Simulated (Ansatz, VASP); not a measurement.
# Cross-check of ZnSe (Stilleite) between VASP and Ansatz

Wanted: the spread between two codes on one cell, functional and k mesh. The cell is taken from a series of runs on this material, whose earlier steps may have relaxed, scaled, displaced or heated it; both programs get it as it stands.

Program: Ansatz 0.2.0. Level of theory: plane waves, with VASP 6.6.1 beside it; zone-centre phonons at LDA. Results are calculated unless marked as measured.

### Step 1. Starting point

Symmetry: F-43m, No. 216, cubic system. Conventional cell: a = 5.567 Å, b = 5.567 Å, c = 5.567 Å, α = 90.00°, β = 90.00°, γ = 90.00°. Zn has 4 Se at 2.41 Å nearest. Nearest to Se lie 4 Zn at 2.41 Å. Farther neighbours and most contacts between anions are not listed.

### Step 2. Ansatz: zone-centre phonons, LDA

Ansatz runs on norm-conserving files, of PseudoDojo where its log says so.

Second derivatives magnify differences that forces hide, and they need a tight electronic threshold.

The input, input.yaml:

```yaml
crystal:
  lattice:
    - [0.0, 2.7833072426, 2.7833072426]
    - [2.7833072426, 0.0, 2.7833072426]
    - [2.7833072426, 2.7833072426, 0.0]
  atoms:
    - { symbol: Zn, position: [0.0, 0.0, 0.0] }
    - { symbol: Se, position: [0.25, 0.25, 0.25] }
kpoints:
  mp_grid: { grid: [8, 8, 8] }
hamiltonian:
  xc: lda
  pseudopotentials: { kind: nc, accuracy: standard }
scf:
  occupations: { method: fixed }
output:
  eigenvalues: true
basis:
  ecutwfc: 1061.244
phonons:
  method: dfpt
  dielectric: true
  rigid_motions: translations
```

Launch:

```bash
$ ansatz run input.yaml --threads 4 --pin off --max-ram 16384MiB --backend cpu --events-out ev --progress --plain --runs-dir out
```

The log of the run:

```text
Warning: basis.ecutwfc = 1061.244 eV is below the records' recommended 1170.089609 eV, and the density's cutoff is lower with it unless basis.ecutrho_ratio is high enough to keep the records' density cutoff: compare with a run at a higher cutoff
Engine: ansatz 0.2.0, aarch64-unknown-linux-gnu
Pseudopotentials: kind: nc
Pseudopotential: Zn, nc, valence charge 20, recommended cutoff 1142.878222 eV (normal), Zn.nc.azcp (PseudoDojo's, or run here from an input of PseudoDojo's; its table is named by hamiltonian.pseudopotentials.accuracy)
Pseudopotential: Se, nc, valence charge 16, recommended cutoff 1170.089609 eV (normal), Se.nc.azcp (PseudoDojo's, or run here from an input of PseudoDojo's; its table is named by hamiltonian.pseudopotentials.accuracy)
Functional definition: SPW92
  exchange = slater_x
  correlation = pw_c
Crystal: 2 atoms, lattice volume = 43.123 Å³
Basis set: ecut = 1061.244 eV, 3383 PW (Γ), exchange–correlation on 90×90×90 points (8 copies of the dense FFT grid, shifted against one another)
Bands: 22, of which v1, the nominal top of the filled ones, is band 18 counted from 1 (17 counted from 0)
Symmetry: 24 space group operations
k-points: 95 of 512 (irreducible under 4 space group operations, time reversal used)
Non-local potential: Zn, projectors of the file, l = 0: 2, l = 1: 2, l = 2: 2
Non-local potential: Se, projectors of the file, l = 0: 2, l = 1: 2, l = 2: 2
Initial density: superposition of atomic densities (chi_scale 0.1, normalization cell, long waves kept (reshape's long-wave potential 0.00 eV rms))
Initial wavefunctions: pseudopotential atomic-orbital guess
Functional: x = slater, c = lda
SCF iter   1: F=—  HF=-8985.102168 eV  |F-HF|=—  |Δ(HF+E_count)|=         —  Δρ=9.47e-2  dr2=3.10e0  ethr=3.10e-3  ⟨swp⟩=4.7  Hψ=8154  notcnv=0  defer=182
preconditioner: auto → none  [insulator: Δε(μ)=0.972 eV  Ē_g=13.444 eV  n_scr=14 (ndim 8)  ℏωp=24.0 eV  f_vac=0.113  ε∞_Penn≈4.2]
SCF iter   2: F=—  HF=-8984.013972 eV  |F-HF|=—  |Δ(HF+E_count)|=    1.09e0  Δρ=3.39e-2  dr2=3.36e-1  ethr=3.10e-3  ⟨swp⟩=3.1  Hψ=5611  notcnv=0  defer=140
SCF iter   3: F=—  HF=-8983.907889 eV  |F-HF|=—  |Δ(HF+E_count)|=   1.06e-1  Δρ=1.07e-2  dr2=2.22e-2  ethr=9.33e-4  ⟨swp⟩=3.0  Hψ=3710  notcnv=0  defer=182
SCF iter   4: F=—  HF=-8983.900740 eV  |F-HF|=—  |Δ(HF+E_count)|=   7.15e-3  Δρ=2.99e-3  dr2=1.73e-3  ethr=6.18e-5  ⟨swp⟩=2.8  Hψ=4278  notcnv=0  defer=182
SCF iter   5: F=—  HF=-8983.900109 eV  |F-HF|=—  |Δ(HF+E_count)|=   6.31e-4  Δρ=6.95e-4  dr2=5.88e-5  ethr=4.81e-6  ⟨swp⟩=2.1  Hψ=3875  notcnv=0  defer=182
SCF iter   6: F=—  HF=-8983.900110 eV  |F-HF|=—  |Δ(HF+E_count)|=   8.89e-7  Δρ=1.42e-4  dr2=4.69e-6  ethr=1.63e-7  ⟨swp⟩=3.0  Hψ=3828  notcnv=0  defer=182
SCF iter   7: F=—  HF=-8983.900106 eV  |F-HF|=—  |Δ(HF+E_count)|=   3.96e-6  Δρ=3.17e-5  dr2=2.43e-7  ethr=1.30e-8  ⟨swp⟩=2.0  Hψ=2598  notcnv=0  defer=111
SCF iter   8: F=—  HF=-8983.900283 eV  |F-HF|=—  |Δ(HF+E_count)|=   1.77e-4  Δρ=1.76e-6  dr2=4.99e-10  ethr=6.76e-10  ⟨swp⟩=2.0  Hψ=2850  notcnv=0  defer=52
SCF iter   9: F=-8983.900283 eV  HF=-8983.900283 eV  |F-HF|=1.09e-11  |Δ(HF+E_count)|=  4.18e-11  Δρ=2.34e-7  dr2=9.76e-12  ethr=1.00e-12  ⟨swp⟩=8.7  Hψ=13541  notcnv=0
SCF 1 converged in 9 iterations: F = -8983.900283 eV  dr2 = 9.76e-12
DFPT response loops at Γ: preconditioner auto → none (the input reference at scf.mixing.eps_inf says where Resta's filter doesn't serve); β = 0.50; Broyden in place of MSR1
── the response to a field inside a basis, on 10×10×10 k-points: an SCF that follows is theirs, and a resumed run solves both again ──
Bands: 19, of which v1, the nominal top of the filled ones, is band 18 counted from 1 (17 counted from 0)
k-points: 110
Initial density: handed on by an earlier stage of this run
Initial wavefunctions: pseudopotential atomic-orbital guess (no wavefunctions were taken with the density)
Eigensolver: Dense (110 Hₖ)
SCF iter   1: F=—  HF=-8983.888677 eV  |F-HF|=—  |Δ(HF+E_count)|=         —  Δρ=3.44e-4  dr2=6.46e-6  ethr=1.00e-1
preconditioner: auto → none  [insulator: Δε(μ)=1.344 eV  Ē_g=9.695 eV  n_scr=14 (ndim 8)  ℏωp=24.0 eV  f_vac=0.157  ε∞_Penn≈7.1]
SCF iter   2: F=—  HF=-8983.888676 eV  |F-HF|=—  |Δ(HF+E_count)|=   1.23e-6  Δρ=1.56e-4  dr2=1.02e-6  ethr=1.79e-8
SCF iter   3: F=—  HF=-8983.888676 eV  |F-HF|=—  |Δ(HF+E_count)|=   1.02e-7  Δρ=2.99e-5  dr2=1.63e-7  ethr=2.84e-9
SCF iter   4: F=-8983.888676 eV  HF=-8983.888676 eV  |F-HF|=1.53e-9  |Δ(HF+E_count)|=   4.02e-8  Δρ=1.19e-5  dr2=6.46e-9  ethr=4.54e-10
SCF 1 converged in 4 iterations: F = -8983.888676 eV  dr2 = 6.46e-9
DFPT response loops at Γ: mixed as the last ones told, above
WARN: field response: ε∞ stands inside a basis, on 10×10×10 points; the force constants stand on the 8×8×8 k-mesh, whose period is 10.64 times the interband length at k = (0.0000, 0.0000, 0.0000), direct gap 1.249 eV, under 14: take them and everything formed from them as unconverged, and compare with a denser kpoints.mp_grid
SCF converged after 9 iterations
Free energy (F): -8983.900283 eV
Harris-Foulkes:  -8983.900283 eV  (|F-HF|=1.09e-11)
Internal energy: -8983.900283 eV  (E = F + TS)
E sigma→0 (E₀):  -8983.900283 eV
Fermi energy:    8.916004 eV
--- Per-component energies (eV) ---
  E_band       = -983.110303
  E_kinetic    = 4639.563790
  E_local      = -8464.069123  (includes V_loc(G=0)·N_el)
  E_nonlocal   = -2692.342005
  E_hartree    = 3339.423065
  E_xc         = -1252.555948
  E_vxc        = -1145.108920  (∫ρ·V_xc dr)
  E_ewald      = -4553.920062
  E_smearing   = -0.000000  (= −TS)
  E_closure    = 0.000000  (closes the sum)
  Σ components = -8983.900283   (vs F -8983.900283, Δ=0.00e0)
--- Band table (eV; the first three rows and the last of 95) ---
  k-point 0: bands = [... 14 lower, 2.4740, 8.9160, 8.9160, 8.9160, 10.1655, 14.6193, 14.6193, 14.6193]
  k-point 1: bands = [... 14 lower, 2.4722, 7.5014, 8.7465, 8.7465, 11.1922, 14.5726, 14.8927, 14.8927]
  k-point 2: bands = [... 14 lower, 2.4737, 5.6621, 8.3883, 8.3883, 11.6120, 15.2895, 15.2895, 15.4787]
  k-point 94: bands = [... 14 lower, 2.8194, 3.9007, 5.8928, 5.9600, 14.2686, 14.6119, 15.8529, 16.4837]
--- Phonons (Γ-DFPT): 2 representative perturbations + reference, on 95 of 512 k-points (Σ response iterations 6) ---
  k mesh reduced under 4 symmetry operations, with k and −k counted as one. Each operation leaves every solved perturbation unchanged. A smaller set is not considered because the run solves the response to a homogeneous field
  ASR residual: 4.257e-4 → 0.000e0 eV/Å²; symmetrization residual: 1.620e-5 eV/Å²
  ASR residual per site (eV/Å²): 3.41e-4 4.26e-4
  Γ frequencies (cm⁻¹): 0.00 0.00 0.00 218.67 218.67 218.67
  ε∞ (high-frequency dielectric tensor):
        7.522495    -0.000000     0.000000
       -0.000000     7.522495     0.000000
        0.000000     0.000000     7.522495
  ε⁰ (static dielectric tensor: ions relaxed, cell fixed):
       10.102064    -0.000000     0.000000
       -0.000000    10.102064     0.000000
        0.000000     0.000000    10.102064
  ε⁰ − ε∞ (ionic part):
        2.579569    -0.000000     0.000000
       -0.000000     2.579569    -0.000000
        0.000000    -0.000000     2.579569
  softest optical mode at Γ: 218.67 cm⁻¹; the repairs (sum rule, projections) moved no ω² at Γ by more than (1.37 cm⁻¹)²
  Born effective charges Z* (e; rows j = field, columns β = displacement):
    site 0:
         1.96633   -0.00000    0.00000
        -0.00000    1.96633    0.00000
         0.00000    0.00000    1.96633
    site 1:
        -1.96633    0.00000   -0.00000
         0.00000   -1.96633   -0.00000
        -0.00000   -0.00000   -1.96633
  Z* charge neutrality: 1.928e-3 e pre-enforcement
  solved inside a basis spanned on kpoints, on 10×10×10 k-points transformed towards the longest dipole: ε∞ is read to err by 2.0e-2, Z* by 2.2e-2 e (field_mesh: kpoints solves on kpoints); Z* is corrected for what the basis lacks
  optical modes at Γ without the LO–TO term, one row a degenerate level:
      ω (cm⁻¹)  modes    IR ((D/Å)²/amu)
        218.67      3             7.4818
  optical modes at Γ + LO–TO along q̂ = [1.0000, 0.0000, 0.0000]:
      ω (cm⁻¹)  modes    IR ((D/Å)²/amu)
        218.67      2             4.9878
        253.40      1             2.4939
  optical modes at Γ + LO–TO along q̂ = [0.0000, 1.0000, 0.0000]:
      ω (cm⁻¹)  modes    IR ((D/Å)²/amu)
        218.67      2             4.9878
        253.40      1             2.4939
  optical modes at Γ + LO–TO along q̂ = [0.0000, 0.0000, 1.0000]:
      ω (cm⁻¹)  modes    IR ((D/Å)²/amu)
        218.67      2             4.9878
        253.40      1             2.4939
```

Reading the cycles: dr2 is the Hartree energy of the density residual (eV), the measure of convergence; HF is the Harris–Foulkes estimate of the energy, which meets the free energy F at convergence.

(Continued in part 2 of 3.)

[Lines on the potential files, build, host, timing and source positions are cut from VASP's logs without a mark.]

[Logs are printed without paths, hosts, clocks, repeated set-up lines and the standing remarks that a program may print on its own settings, such as how far it seeks lower states.]

[Hosts, paths, dates, database ids (printed as entryN), source tags and the programs' standing remarks are cut or masked in the printed files.]
